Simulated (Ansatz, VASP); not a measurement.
# Cross-check of TaSi2P4 (TaSi2P4 monolayer) between VASP and Ansatz, part 2 of 2

Wanted: the spread between two codes on one cell, functional and k mesh. The structure shown is the start of the Ansatz relaxation below; VASP solves that cell, so the two are compared at the walk's first step.

VASP 6.6.1 and Ansatz 0.2.0.

So far: The starting structure; Ansatz: relaxation, PBE with D3(BJ).

**3. VASP: single point, PBE with D3(BJ), start cell**

Level of this step: PBE with D3(BJ), zero-moment start; plane waves and PAW (P, Si, Ta_pv) (VASP).

The same cell, functional, mesh and smearing now go to VASP, with its own data sets.

Lines of VASP's logs that name or quote its potential files are left out, and so is its time.

The input, INCAR:

```
SYSTEM = TaSi2P4
PREC = Accurate
ENCUT = 400
EDIFF = 1E-06
NELM = 200
ISMEAR = -1
SIGMA = 0.05
LREAL = .FALSE.
ALGO = Normal
GGA = PE
IVDW = 12
NBANDS = 30
ISPIN = 2
MAGMOM = 0 -0 -0 0 0 0 0
LASPH = .TRUE.
LMAXMIX = 4
LORBIT = 11
LWAVE = .FALSE.
LCHARG = .FALSE.
ISIF = 2
LDIPOL = .TRUE.
IDIPOL = 3
DIPOL = 0.5 0.5 0.5
LVHAR = .TRUE.
GGA_COMPAT = .FALSE.
NELMDL = -8
KPAR = 2
```

The input, POSCAR:

```
TaSi2P4
1.0
    3.4800000000      0.0000000000      0.0000000000
   -1.7400000000      3.0137680000      0.0000000000
    0.0000000000      0.0000000000     48.4459110000
P Si Ta
4 2 1
Direct
    0.0000000000      0.0000000000      0.4097353025
    0.3333333886      0.6666667773      0.4665912465
    0.3333333886      0.6666667773      0.5334087535
    0.0000000000      0.0000000000      0.5902646975
    0.3333333886      0.6666667773      0.4230375191
    0.3333333886      0.6666667773      0.5769624809
    0.0000000000      0.0000000000      0.5000000103
```

The input, KPOINTS:

```
Automatic mesh
0
Gamma
12 12 1
0 0 0
```

Potentials, in the order of the species: P, Si and Ta_pv (PBE family, release 64).

Launch:

```sh
mpirun -np 2 vasp_std
```

Numbers of over 12 decimals in the logs are rounded to 6 here.

The log of the run:

```text
[banner, memory and clock lines left out]
running    2 mpi-ranks, on    1 nodes
 distrk:  each k-point on    1 cores,    2 groups
 distr:  one band on    1 cores,    1 groups

 POSCAR found type information on POSCAR P SiTa
 POSCAR found :  3 types and       7 ions
 LDA part: xc-table for (Slater+PW92), standard interpolation
 POSCAR, INCAR and KPOINTS ok, starting setup
 FFT: planning ... GRIDC
 FFT: planning ... GRID_SOFT
 FFT: planning ... GRID
 WAVECAR not read
 entering main loop
       N       E                     dE             d eps       ncg     rms          rms(c)
DAV:   1     0.200196196991E+03    0.20020E+03   -0.13456E+04  2776   0.757E+02
DAV:   2    -0.246566381090E+02   -0.22485E+03   -0.21818E+03  3216   0.175E+02
DAV:   3    -0.460971679559E+02   -0.21441E+02   -0.21197E+02  2864   0.532E+01
DAV:   4    -0.467427644531E+02   -0.64560E+00   -0.64254E+00  3360   0.109E+01
DAV:   5    -0.467563170674E+02   -0.13553E-01   -0.13534E-01  3258   0.146E+00
DAV:   6    -0.467569241932E+02   -0.60713E-03   -0.60697E-03  3408   0.285E-01
DAV:   7    -0.467569565000E+02   -0.32307E-04   -0.32306E-04  3382   0.557E-02
DAV:   8    -0.467569576684E+02   -0.11684E-05   -0.11686E-05  2946   0.964E-03    0.189E+01
DAV:   9    -0.448159056167E+02    0.19411E+01   -0.66693E+00  2650   0.110E+01    0.953E+00
DAV:  10    -0.446921386831E+02    0.12377E+00   -0.31061E+00  2922   0.796E+00    0.463E+00
DAV:  11    -0.444723552302E+02    0.21978E+00   -0.19231E+00  2812   0.653E+00    0.164E+00
DAV:  12    -0.443998652445E+02    0.72490E-01   -0.29226E-01  3036   0.256E+00    0.573E-01
DAV:  13    -0.443948751704E+02    0.49901E-02   -0.41413E-02  3192   0.112E+00    0.376E-01
DAV:  14    -0.443944371157E+02    0.43805E-03   -0.23372E-02  2852   0.627E-01    0.235E-01
[...]
DAV:  24    -0.443946337992E+02   -0.41754E-04   -0.49777E-06  2482   0.729E-03    0.981E-03
DAV:  25    -0.443946422573E+02   -0.84581E-05   -0.57761E-07  2252   0.310E-03    0.552E-03
DAV:  26    -0.443946504278E+02   -0.81705E-05   -0.37245E-07  1864   0.285E-03    0.128E-03
DAV:  27    -0.443946616247E+02   -0.11197E-04   -0.51064E-07  2164   0.272E-03    0.152E-03
DAV:  28    -0.443946657498E+02   -0.41251E-05   -0.88523E-08  1868   0.130E-03    0.650E-04
DAV:  29    -0.443946703442E+02   -0.45944E-05   -0.48196E-08  1958   0.707E-04    0.563E-04
DAV:  30    -0.443946718833E+02   -0.15391E-05   -0.18228E-08  1804   0.410E-04    0.429E-04
DAV:  31    -0.443946726757E+02   -0.79241E-06   -0.58661E-09  1644   0.323E-04
   1 F= -.46938050E+02 E0= -.46924677E+02  d E =-.267457E-01  mag=     0.0000
```

From OUTCAR (step 3):

```text
ion  position               nearest neighbor table
   1  0.000  0.000  0.410-   5 2.11   5 2.11   5 2.11
   2  0.333  0.667  0.467-   5 2.11   7 2.58   7 2.58   7 2.58
   3  0.333  0.667  0.533-   6 2.11   7 2.58   7 2.58   7 2.58
   4  0.000  0.000  0.590-   6 2.11   6 2.11   6 2.11
   5  0.333  0.667  0.423-   1 2.11   1 2.11   2 2.11   1 2.11
   6  0.333  0.667  0.577-   4 2.11   4 2.11   3 2.11   4 2.11
   7  0.000  0.000  0.500-   3 2.58   3 2.58   3 2.58   2 2.58   2 2.58   2 2.58

  LATTYP: Found a hexagonal cell.
 ALAT       =     3.4800000000
 C/A-ratio  =    13.9212387931

 Subroutine GETGRP returns: Found 12 space group operations
 (whereof 12 operations were pure point group operations)

The static configuration has the point symmetry D_3h.

 Found     19 irreducible k-points:

   k-points           NKPTS =     19   k-points in BZ     NKDIM =     19   number of bands    NBANDS=     30

   dimension x,y,z NGX =    24 NGY =   24 NGZ =  320
   dimension x,y,z NGXF=    48 NGYF=   48 NGZF=  640

   ENCUT  =  400.0 eV  29.40 Ry    5.42 a.u.   5.67  5.67 79.00*2*pi/ulx,y,z

   NELECT =      39.0000    total number of electrons

 k-points in reciprocal lattice and weights: Automatic mesh
   0.00000000  0.00000000  0.00000000       0.007
   0.08333333 -0.00000000  0.00000000       0.042
   0.16666667  0.00000000  0.00000000       0.042
   0.25000000  0.00000000  0.00000000       0.042
   0.33333333  0.00000000  0.00000000       0.042
   0.41666667 -0.00000000  0.00000000       0.042
   0.50000000  0.00000000  0.00000000       0.021
   0.08333333  0.08333333  0.00000000       0.042
   0.16666667  0.08333333  0.00000000       0.083
[...]
0.33333333  0.25000000  0.00000000       0.083
   0.33333333  0.33333333  0.00000000       0.014

 dipolmoment           0.000000      0.000000     -0.000004 electrons x Angstroem

 average (electrostatic) potential at core
       1 -90.8970       2 -89.9375       3 -89.9375       4 -90.8970       5 -92.4236
       6 -92.4236       7 -44.8126

 E-fermi :  -2.1463

 spin component 1
 k-point     1 :       0.0000    0.0000    0.0000
  band No.  band energies     occupation
    ...
     15      -3.5012      1.00000
     16      -3.5012      1.00000
     17      -3.2000      1.00000
     18      -2.3247      0.97256
     19      -2.3247      0.97255
     20      -2.0377      0.10231
     21      -0.2012      0.00000
     22      -0.2012      0.00000
     23      -0.1849      0.00000
     24      -0.1849      0.00000
    ...

 k-point     2 :       0.0833   -0.0000    0.0000
  band No.  band energies     occupation
    ...
     15      -3.7932      1.00000
     16      -3.4108      1.00000
     17      -3.1929      1.00000
     18      -2.5311      0.99955
     19      -2.4652      0.99830
     20      -1.9826      0.03643
     21      -0.3174      0.00000
     22      -0.2924      0.00000
     23       0.0683      0.00000
     24       0.1166      0.00000
    ...

 k-point     3 :       0.1667    0.0000    0.0000
  band No.  band energies     occupation
    ...
     15      -4.4175      1.00000
     16      -3.4294      1.00000
     17      -3.1636      1.00000
     18      -2.9898      1.00000
     19      -2.8049      1.00000
     20      -2.1312      0.42502
     21      -0.6871      0.00000
     22      -0.6333      0.00000
     23       0.5248      0.00000
     24       0.8253      0.00000
    ...

 k-point     4 :       0.2500    0.0000    0.0000
  band No.  band energies     occupation
    ...
     16      -4.0794      1.00000
     17      -3.2722      1.00000
     18      -3.1908      1.00000
     19      -2.8306      1.00000
     20      -2.4257      0.99627
     21      -1.2059      0.00000
     22      -1.0932      0.00000
     23       0.6597      0.00000
     24       0.7805      0.00000
     25       1.4534      0.00000
    ...

 k-point     5 :       0.3333    0.0000    0.0000
  band No.  band energies     occupation
    ...
     16      -4.0895      1.00000
     17      -3.5164      1.00000
     18      -3.4564      1.00000
     19      -2.5971      0.99988
     20      -2.5216      0.99945
     21      -1.6687      0.00007
     22      -1.5382      0.00001
     23       0.7658      0.00000
     24       0.8328      0.00000
     25       1.3170      0.00000
    ...

 k-point     6 :       0.4167   -0.0000    0.0000
  band No.  band energies     occupation
    ...
     16      -4.0102      1.00000
     17      -3.7276      1.00000
     18      -3.5944      1.00000
     19      -2.7169      0.99999
     20      -2.3300      0.97522
     21      -1.9392      0.01564
     22      -1.8593      0.00320
     23       0.7087      0.00000
     24       0.9965      0.00000
     25       1.2503      0.00000
    ...

 Edisp (eV)   -2.54338

  Total       6.13838     6.13838     8.80704     0.00000     0.00000     0.00000
  in kB      19.35611    19.35611    27.77120     0.00000     0.00000     0.00000
  external pressure =       22.16 kB  Pullay stress =        0.00 kB

  energy-cutoff  :      400.00
  volume of cell :      508.10
      direct lattice vectors                 reciprocal lattice vectors
     3.480000000  0.000000000  0.000000000     0.287356322  0.165905272  0.000000000
    -1.740000000  3.013768000  0.000000000     0.000000000  0.331810544  0.000000000
     0.000000000  0.000000000 48.445911000     0.000000000  0.000000000  0.020641577

 POSITION                                       TOTAL-FORCE (eV/Angst)
 -----------------------------------------------------------------------------------
      0.00000      0.00000     19.85000         0.000000     -0.000000     -3.474031
     -0.00000      2.00918     22.60444        -0.000000     -0.000000      3.748504
     -0.00000      2.00918     25.84147        -0.000000      0.000000     -3.748504
      0.00000      0.00000     28.59591         0.000000     -0.000000      3.474031
     -0.00000      2.00918     20.49444         0.000000      0.000000      1.260963
     -0.00000      2.00918     27.95147         0.000000      0.000000     -1.260963
      0.00000      0.00000     24.22296         0.000000     -0.000000      0.000000
 -----------------------------------------------------------------------------------
    total drift:                                0.000000     -0.000173     -0.000468

  FREE ENERGIE OF THE ION-ELECTRON SYSTEM (eV)
  ---------------------------------------------------
  free  energy   TOTEN  =       -46.9380499639 eV

  energy  without entropy=      -46.9113042505  energy(sigma->0) =      -46.92467711

 vacuum level on the upper side and lower side of the slab         2.870         2.870

 total charge
# of ion       s       p       d       tot
------------------------------------------
    1        1.018   1.675   0.000   2.693
    2        1.021   1.559   0.000   2.580
    3        1.021   1.559   0.000   2.580
    4        1.018   1.675   0.000   2.693
    5        0.740   1.019   0.000   1.759
    6        0.740   1.019   0.000   1.759
    7        0.281   6.165   2.299   8.745
--------------------------------------------------
tot          5.838  14.671   2.299  22.808

 magnetization (x)
# of ion       s       p       d       tot
------------------------------------------
    1        0.000  -0.000   0.000  -0.000
    2        0.000   0.000   0.000   0.000
    3        0.000   0.000   0.000   0.000
    4        0.000  -0.000   0.000  -0.000
    5        0.000   0.000   0.000   0.000
    6        0.000   0.000   0.000   0.000
    7       -0.000   0.000   0.000   0.000
--------------------------------------------------
tot          0.000   0.000   0.000   0.000

[... 1 further part left out ...]
```

This run allows spin, but its moments start at zero, where symmetry between the spins tends to hold them. Its electron count is odd, so without a moment it is a metal by construction.

**4. Comparison**

Known differences besides the potentials themselves: Ansatz cuts the interaction across the vacuum, VASP repeats the sheet with a dipole correction; the data sets hold 41 valence electrons in Ansatz (on its default PAW (the set named soft_2) files) and 39 in VASP; the cutoff is 420 eV in Ansatz and 400 eV in VASP. Total energies have different zeros and are not compared.

Forces (eV/Å; atoms numbered as in POSCAR):

```tsv
atom	Ansatz x, y, z	VASP x, y, z
P1	0.000, 0.000, -3.477	0.000, 0.000, -3.474
P2	0.000, 0.000, 3.772	0.000, 0.000, 3.749
P3	0.000, 0.000, -3.772	0.000, 0.000, -3.749
P4	0.000, 0.000, 3.477	0.000, 0.000, 3.474
Si5	0.000, 0.000, 1.244	0.000, 0.000, 1.261
Si6	0.000, 0.000, -1.244	0.000, 0.000, -1.261
Ta7	0.000, 0.000, 0.000	0.000, 0.000, 0.000
```

The forces differ by 8.8 meV/Å r.m.s., which is 0.5 % of the r.m.s. force of 1.625 eV/Å (both taken over all components). Moments aren't recorded for both runs of this pair, so they may hold unlike magnetic states. With vacuum in the cell, a pressure given here is an average over mostly empty space and none of the material.

**5. Results**

| Property | Result |
| --- | --- |
| r.m.s. force difference (single point, PBE with D3(BJ), start cell) | 0.54 % of the r.m.s. force |

In words: The r.m.s. force difference is 0.54 % of the r.m.s. force (single point, PBE with D3(BJ), start cell), within the 3 % picked in this series as the mark of a large difference. The data sets hold unlike numbers of valence electrons (41 in Ansatz and 39 in VASP), so part of the differences comes from the potentials. 1 further run of this series is not shown here. Such differences can come from data sets, numerical settings and the points named under the comparisons, not from the functional's error against experiment.

[Lines on the potential files, build, host, timing and source positions are cut from VASP's logs without a mark.]

[Logs are printed without paths, hosts, clocks, repeated set-up lines and the standing remarks that a program may print on its own settings, such as how far it seeks lower states.]

[Hosts, paths, dates, database ids (printed as entryN), source tags and the programs' standing remarks are cut or masked in the printed files.]
